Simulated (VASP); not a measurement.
GW runs with VASP on KCl (rock salt), on PBE orbitals with a Kohn-Sham gap of 5.19 eV on the mesh.

KCl has the cubic space group Fm-3m (No. 225), the rock salt structure, Pearson symbol cF8. Cell: a = b = c = 6.2900 Å, α = β = γ = 90.00°. K on 4a has 6 Cl at 3.145 Å (octahedral). Cl on 4b is coordinated by 6 K at 3.145 Å (octahedral). (Neighbours: up to the widest gap in distance over summed covalent radii, below 1.35, at either atom; cation-cation and far metal-metal contacts left out.)
(The calculation used a cell of 2 atoms; values per cell refer to that cell.)

Numerical set-up: PREC = Normal, 500 eV cut-off, 4×4×4 Γ-centred mesh, Gaussian smearing of 0.010 eV, potentials K_sv_GW Cl_GW.

The mesh is coarse and the basis finite, so the quasiparticle values are not converged.

| run | level | NBANDS | ENCUTGW (eV) | QP gap (eV) | smallest direct QP gap (eV) |
|---|---|---|---|---|---|
| run 1 | G0W0@PBE, 1 step(s) | 64 | 150 | 7.74 | 7.74 |
| run 2 | G0W0@PBE, 1 step(s) | 160 | 200 | ? | ? |

Question: Complete the blanks.

Answer: 
- run 2, QP gap (eV): 7.93
- run 2, smallest direct QP gap (eV): 7.93

Left out are failed runs and those that VASP or the mesh makes unfit.

The compound is KCl in the rock salt structure. The cell was not relaxed at this level.
